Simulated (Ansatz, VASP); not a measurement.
# Cross-check of Pt2SeS between VASP and Ansatz, part 3 of 3

One calculation is typed for both programs; each brings its own data sets. How far apart do they land? The cell is generated by rule, not measured, and may not be a known phase. The cell is taken from a series of runs on this material, whose earlier steps may have relaxed, scaled, displaced or heated it; both programs get it as it stands.

VASP 6.6.1 and Ansatz 0.2.0.

So far: The starting structure; VASP: zone-centre phonons, LDA.

The structure was built from a prototype and need not be the compound's stable phase.

## Step 3: Ansatz: zone-centre phonons, LDA

Level of this step: Ansatz beside VASP: Kohn-Sham DFT, plane waves, LDA (Ansatz).

Ansatz runs on its default PAW (the set named soft_2) files.

The same cell, functional (in two slightly different forms) and mesh now go to Ansatz, which takes its cutoff from its data sets.

input.yaml

```yaml
crystal:
  lattice:
    - [3.5271250522, 0.0, 0.0]
    - [0.0, 3.5271250522, 0.0]
    - [0.0, 0.0, 6.2144618633]
  atoms:
    - { symbol: Pt, position: [0.0, 0.5, 0.0109327236] }
    - { symbol: Pt, position: [0.5, 0.0, 0.4890672764] }
    - { symbol: S, position: [0.0, 0.0, 0.25] }
    - { symbol: Se, position: [0.0, 0.0, 0.75] }
kpoints:
  mp_grid: { grid: [8, 8, 6] }
hamiltonian:
  xc: lda
scf:
  occupations: { method: fixed }
output:
  eigenvalues: true
phonons:
  method: dfpt
  dielectric: true
  rigid_motions: translations
```

Run with:

```
> ansatz run input.yaml --threads 8 --pin off --max-ram 14336MiB --backend cpu --events-out ev --progress --plain --runs-dir out
```

Numbers of over 12 decimals in the logs are rounded to 6 here.

The program printed:

```text
Engine: ansatz 0.2.0, aarch64-unknown-linux-gnu
Pseudopotentials: kind: paw
Pseudopotential: Pt, paw, valence charge 18, recommended cutoff 420 eV (normal), Pt.paw.azcp
Pseudopotential: S, paw, valence charge 6, recommended cutoff 420 eV (normal), S.paw.azcp
Pseudopotential: Se, paw, valence charge 16, recommended cutoff 420 eV (normal), Se.paw.azcp
Functional definition: SPW92
  exchange = slater_x
  correlation = pw_c
Crystal: 4 atoms, lattice volume = 77.312 Å³
Basis set: ecut = 420 eV, 1513 PW (Γ), exchange–correlation on 48×48×96 points (8 copies of the dense FFT grid, shifted against one another)
Bands: 35, of which v1, the nominal top of the filled ones, is band 29 counted from 1 (28 counted from 0)
Symmetry: 8 space group operations
k-points: 196 of 384 (irreducible under 1 space group operation, time reversal used)
Non-local potential: Pt, projectors of the file, l = 0: 3, l = 1: 2, l = 2: 2, l = 3: 1
Non-local potential: S, projectors of the file, l = 0: 2, l = 1: 2, l = 2: 2
Non-local potential: Se, projectors of the file, l = 0: 2, l = 1: 2, l = 2: 3, l = 3: 1
PAW form: soft (Blöchl's): semilocal exchange-correlation on the pseudo side does not see the compensation charge
PAW frozen core: Pt, regenerated for the run's functional, and the local potential with it (the file was generated under x = pbe(κ = 0.804, μ = 0.219515), c = pbe(β = 0.066725))
PAW frozen core: S, regenerated for the run's functional, and the local potential with it (the file was generated under x = pbe(κ = 0.804, μ = 0.219515), c = pbe(β = 0.066725))
PAW frozen core: Se, regenerated for the run's functional, and the local potential with it (the file was generated under x = pbe(κ = 0.804, μ = 0.219515), c = pbe(β = 0.066725))
PAW one-centre angular grid: Pt, 590 points (default); XC on 64 Gauss nodes
PAW one-centre angular grid: S, 110 points (default); XC on 64 Gauss nodes
PAW one-centre angular grid: Se, 590 points (default); XC on 64 Gauss nodes
Initial density: superposition of atomic densities (neutral atoms: chi_scale 0, normalization atom), corrected by the library's trained network
Initial wavefunctions: pseudopotential atomic-orbital guess
Functional: x = slater, c = lda
SCF iter   1: F=—  HF=-30744.150961 eV  |F-HF|=—  |Δ(HF+E_count)|=         —  Δρ=7.42e-3  dr2=4.71e-2  ethr=1.77e-3  ⟨swp⟩=5.0  Hψ=23783  notcnv=0  defer=762
preconditioner: auto → Resta (q_TF=auto, 2.601 Å⁻¹)  ε∞=7.6  [insulator: Δε(μ)=0.274 eV  Ē_g=9.333 eV  n_scr=20 (ndim 8)  ℏωp=23.9 eV  f_vac=0.031  ε∞_Penn≈7.6]
SCF iter   2: F=—  HF=-30744.142401 eV  |F-HF|=—  |Δ(HF+E_count)|=   8.56e-3  Δρ=3.49e-3  dr2=7.33e-3  ethr=8.13e-5  ⟨swp⟩=2.1  Hψ=9075  notcnv=0  defer=782
SCF iter   3: F=—  HF=-30744.140800 eV  |F-HF|=—  |Δ(HF+E_count)|=   1.60e-3  Δρ=1.08e-3  dr2=9.19e-4  ethr=1.26e-5  ⟨swp⟩=2.8  Hψ=10643  notcnv=0  defer=783
SCF iter   4: F=—  HF=-30744.140620 eV  |F-HF|=—  |Δ(HF+E_count)|=   1.80e-4  Δρ=3.16e-4  dr2=1.38e-4  ethr=1.59e-6  ⟨swp⟩=2.4  Hψ=10522  notcnv=0  defer=714
SCF iter   5: F=—  HF=-30744.140597 eV  |F-HF|=—  |Δ(HF+E_count)|=   2.30e-5  Δρ=1.21e-4  dr2=1.29e-5  ethr=2.38e-7  ⟨swp⟩=2.0  Hψ=10674  notcnv=0  defer=302
SCF iter   6: F=—  HF=-30744.140595 eV  |F-HF|=—  |Δ(HF+E_count)|=   2.24e-6  Δρ=3.83e-5  dr2=1.43e-6  ethr=2.22e-8  ⟨swp⟩=2.0  Hψ=10674  notcnv=0  defer=302
SCF iter   7: F=—  HF=-30744.140586 eV  |F-HF|=—  |Δ(HF+E_count)|=   8.77e-6  Δρ=1.27e-5  dr2=9.11e-8  ethr=2.46e-9  ⟨swp⟩=2.0  Hψ=10670  notcnv=0  defer=302
SCF iter   8: F=—  HF=-30744.140586 eV  |F-HF|=—  |Δ(HF+E_count)|=   6.22e-9  Δρ=2.37e-6  dr2=5.35e-9  ethr=1.57e-10  ⟨swp⟩=2.3  Hψ=10617  notcnv=0  defer=302
SCF iter   9: F=—  HF=-30744.140586 eV  |F-HF|=—  |Δ(HF+E_count)|=  5.60e-10  Δρ=5.89e-7  dr2=4.46e-10  ethr=9.22e-12  ⟨swp⟩=2.0  Hψ=8039  notcnv=0  defer=302
SCF iter  10: F=-30744.140586 eV  HF=-30744.140586 eV  |F-HF|=7.28e-12  |Δ(HF+E_count)|=    0.00e0  Δρ=1.59e-7  dr2=2.77e-11  ethr=1.00e-12  ⟨swp⟩=11.2  Hψ=38040  notcnv=0
SCF 1 converged in 10 iterations: F = -30744.140586 eV  dr2 = 2.77e-11
  greatest PAW one-centre occupation: 1.000 electrons in one spin orbital (limit 2), on the Se atom at site 3 (counted from 0), in its partial waves of l = 2
NSCF: frozen V_eff on 53 k-points
DFPT response loops at Γ: preconditioner auto → Resta (q_TF=auto, 2.601 Å⁻¹)  ε∞=14.8 (no band partly filled); β = 1.00, the filter's whole step (`scf.mixing.beta` (0.50) is not read by the response loops at its default; to damp them type it under 1.00, their step now; it binds the ground state too); Broyden in place of MSR1
── the response to a field inside a basis, on 16×16×10 k-points: an SCF that follows is theirs, and a resumed run solves both again ──
Bands: 30, of which v1, the nominal top of the filled ones, is band 29 counted from 1 (28 counted from 0)
k-points: 180 of 2560 (time reversal used)
Initial density: handed on by an earlier stage of this run
Initial wavefunctions: pseudopotential atomic-orbital guess (no wavefunctions were taken with the density)
Eigensolver: Dense (180 Hₖ)
SCF iter   1: F=—  HF=-30744.117243 eV  |F-HF|=—  |Δ(HF+E_count)|=         —  Δρ=2.63e-4  dr2=1.36e-5  ethr=1.00e-1
preconditioner: auto → Resta (q_TF=auto, 2.601 Å⁻¹)  ε∞=15.3  [insulator: Δε(μ)=0.343 eV  Ē_g=6.309 eV  n_scr=20 (ndim 8)  ℏωp=23.9 eV  f_vac=0.023  ε∞_Penn≈15.3]
SCF iter   2: F=—  HF=-30744.117242 eV  |F-HF|=—  |Δ(HF+E_count)|=   1.17e-6  Δρ=1.38e-4  dr2=3.78e-6  ethr=2.34e-8
SCF iter   3: F=—  HF=-30744.117242 eV  |F-HF|=—  |Δ(HF+E_count)|=   3.15e-7  Δρ=3.16e-5  dr2=3.53e-7  ethr=6.52e-9
SCF iter   4: F=-30744.117242 eV  HF=-30744.117242 eV  |F-HF|=2.04e-8  |Δ(HF+E_count)|=   1.63e-8  Δρ=7.03e-6  dr2=5.16e-8  ethr=6.09e-10
SCF 1 converged in 4 iterations: F = -30744.117242 eV  dr2 = 5.16e-8
DFPT response loops at Γ: preconditioner auto → Resta (q_TF=auto, 2.601 Å⁻¹)  ε∞=13.2 (no band partly filled); β = 1.00, the filter's whole step (`scf.mixing.beta` (0.50) is not read by the response loops at its default; to damp them type it under 1.00, their step now; it binds the ground state too); Broyden in place of MSR1
WARN: field response: inside a basis, on 16×16×10 points, no mesh in reach settles it: take ε∞, Z* and everything formed from them with what they may err, as stated (eps_inf_uncertainty, zstar_uncertainty_e), and compare with field_mesh: kpoints on a denser kpoints.mp_grid
WARN: field response: ε∞ stands inside a basis, on 16×16×10 points; the force constants stand on the 8×8×6 k-mesh, whose period is 9.38 times the interband length at k = (-0.5000, -0.5000, 0.0000), direct gap 0.272 eV, under 14: take them and everything formed from them as unconverged, and compare with a denser kpoints.mp_grid
SCF converged after 10 iterations
Free energy (F): -30744.140586 eV
Harris-Foulkes:  -30744.140586 eV  (|F-HF|=7.28e-12)
Internal energy: -30744.140586 eV  (E = F + TS)
E sigma→0 (E₀):  -30744.140586 eV
Fermi energy:    12.556466 eV
--- Per-component energies (eV) ---
  E_band       = -925.776472
  E_kinetic    = 1510.050230
  E_local      = -7119.364296  (includes V_loc(G=0)·N_el)
  E_nonlocal   = -144.247840
  E_hartree    = 3004.071484
  E_xc         = -722.144094
  E_vxc        = -793.797641  (∫ρ·V_xc dr)
  E_paw        = -20753.743083  (= ΣΔE_a)
  E_vpaw       = -386.559490  (= ΣTr[D̂ρ^β])
  E_aug_tail   = -0.000275  (compensation charges beyond the density's cutoff)
  E_ewald      = -6522.061011
  E_core_change = 3.298299  (= ΣΔE_core)
  E_smearing   = -0.000000  (= −TS)
  E_closure    = -0.000000  (closes the sum)
  Σ components = -30744.140586   (vs F -30744.140586, Δ=0.00e0)
--- Band table (eV; the first three rows and the last of 196) ---
  k-point 0: bands = [... 25 lower, 10.5099, 10.5166, 10.7778, 11.6238, 16.0258, 16.2791, 16.2791, 17.7187, ... 2 higher]
  k-point 1: bands = [... 25 lower, 10.7620, 11.1259, 11.1259, 11.3381, 15.7924, 15.7924, 16.4893, 17.8699, ... 2 higher]
  k-point 2: bands = [... 25 lower, 10.7225, 10.8819, 11.9566, 11.9566, 14.8544, 14.8544, 17.4262, 18.2024, ... 2 higher]
  k-point 195: bands = [... 25 lower, 11.6100, 11.6100, 12.3648, 12.3648, 13.7912, 14.7959, 15.6165, 15.9005, ... 2 higher]
--- Phonons (Γ-DFPT): 7 representative perturbations + reference, on 196 of 384 k-points (Σ response iterations 22) ---
  k mesh reduced under 1 symmetry operation, with k and −k counted as one. Each operation leaves every solved perturbation unchanged. A smaller set is not considered because the run solves the response to a homogeneous field
  ASR residual: 8.221e-5 → 0.000e0 eV/Å²; symmetrization residual: 8.867e-6 eV/Å²
  ASR residual per site (eV/Å²): 8.22e-5 8.22e-5 3.28e-5 1.26e-5
  Γ frequencies (cm⁻¹): 0.00 0.00 0.00 99.72 99.72 166.64 233.47 233.47 292.33 370.45 370.45 442.69
  ε∞ (high-frequency dielectric tensor):
       13.780449     0.000000     0.000000
        0.000000    13.780449     0.000000
        0.000000     0.000000    21.670596
  ε⁰ (static dielectric tensor: ions relaxed, cell fixed):
       15.992220    -0.000000     0.000000
       -0.000000    15.992220     0.000000
        0.000000     0.000000    21.982903
  ε⁰ − ε∞ (ionic part):
        2.211771    -0.000000     0.000000
       -0.000000     2.211771     0.000000
        0.000000     0.000000     0.312307
  softest optical mode at Γ: 99.72 cm⁻¹; the repairs (sum rule, projections) moved no ω² at Γ by more than (1.09 cm⁻¹)²
  Born effective charges Z* (e; rows j = field, columns β = displacement):
    site 0:
        -2.28276    0.00000    0.00000
         0.00000    0.35455    0.00000
        -0.00000    0.00000   -1.04773
    site 1:
         0.35455    0.00000   -0.00000
         0.00000   -2.28276    0.00000
        -0.00000    0.00000   -1.04773
    site 2:
         0.77180    0.00000    0.00000
         0.00000    0.77180    0.00000
         0.00000    0.00000    1.25464
    site 3:
         1.15641    0.00000    0.00000
         0.00000    1.15641    0.00000
        -0.00000    0.00000    0.84081
  Z* charge neutrality: 3.736e-3 e pre-enforcement
  solved inside a basis spanned on kpoints, on 16×16×10 k-points, which do not settle them: ε∞ is read to err by 3.1e-1, Z* by 3.6e-2 e (field_mesh: kpoints solves on kpoints); Z* is corrected for what the basis lacks
  optical modes at Γ without the LO–TO term, one row a degenerate level:
      ω (cm⁻¹)  modes    IR ((D/Å)²/amu)
         99.72      2             1.4704
        166.64      1             0.0000
        233.47      2             0.1843
[...]
optical modes at Γ + LO–TO along q̂ = [1.0000, 0.0000, 0.0000]:
      ω (cm⁻¹)  modes    IR ((D/Å)²/amu)
[...]
optical modes at Γ + LO–TO along q̂ = [0.0000, 1.0000, 0.0000]:
      ω (cm⁻¹)  modes    IR ((D/Å)²/amu)
[...]
372.16      1             0.6404
        442.69      1             1.1199
  optical modes at Γ + LO–TO along q̂ = [0.0000, 0.0000, 1.0000]:
      ω (cm⁻¹)  modes    IR ((D/Å)²/amu)
         99.72      2             1.4704
        166.64      1             0.0000
        233.47      2             0.1843
        293.35      1             0.4668
        370.45      2             1.2462
        444.30      1             1.1321
```

The column dr2 measures how far the density is from self-consistency, as an energy; F and HF (Harris–Foulkes) agree once it is small.

## Step 4: Side by side

Known differences besides the potentials themselves: the two LDA forms differ slightly; fixed occupations in Ansatz, narrow Gaussian smearing in VASP; VASP's response is taken on the typed mesh, Ansatz refines its own for the field response alone; the data sets hold 58 valence electrons in Ansatz (on its default PAW (the set named soft_2) files) and 32 in VASP; the cutoff is 420 eV in Ansatz and 500 eV in VASP; VASP's log shows a relativistic correction to its local exchange, Ansatz's none. Total energies have different zeros and are not compared.

The two programs side by side:

| quantity | Ansatz | VASP | difference |
| --- | --- | --- | --- |
| ε∞ xx | 13.78 | 14.69 | -6.21 % |
| ε∞ yy | 13.78 | 14.69 | -6.21 % |
| ε∞ zz | 21.67 | 23.61 | -8.21 % |
| Born charge of Pt1 (mean of the diagonal) (e) | -0.99 | -0.94 | -0.05 |
| Born charge of S3 (mean of the diagonal) (e) | 0.93 | 0.85 | +0.09 |
| Born charge of Se4 (mean of the diagonal) (e) | 1.05 | 1.03 | +0.02 |
| optical mode 1 to 2 (cm⁻¹) | 99.7 | 98.8 | +0.95 % |
| optical mode 3 (cm⁻¹) | 166.6 | 167.6 | -0.57 % |
| optical mode 4 to 5 (cm⁻¹) | 233.5 | 234.3 | -0.35 % |
| optical mode 6 (cm⁻¹) | 292.3 | 294.2 | -0.63 % |
| optical mode 7 to 8 (cm⁻¹) | 370.4 | 371.0 | -0.14 % |
| optical mode 9 (cm⁻¹) | 442.7 | 442.7 | -0.01 % |

Modes are paired by rising frequency, not by their patterns, so a pair may set unlike modes beside each other; they are those without the splitting of longitudinal modes.

## Step 5: Outcome

| Quantity | Value |
| --- | --- |
| difference in ε∞ zz (zone-centre phonons, LDA) | -8.2 % |

In words: The difference in ε∞ zz is -8.2 % (zone-centre phonons, LDA), beyond the 5 % picked in this series as the mark of a large difference. The data sets hold unlike numbers of valence electrons (58 in Ansatz and 32 in VASP), so part of the differences comes from the potentials. What causes the difference of the zone-centre phonons, LDA pair stays open here. Such differences can come from data sets, numerical settings and the points named under the comparisons, not from the functional's error against experiment.

[Lines on the potential files, build, host, timing and source positions are cut from VASP's logs without a mark.]

[Logs are printed without paths, hosts, clocks, repeated set-up lines and the standing remarks that a program may print on its own settings, such as how far it seeks lower states.]

[Hosts, paths, dates, database ids (printed as entryN), source tags and the programs' standing remarks are cut or masked in the printed files.]
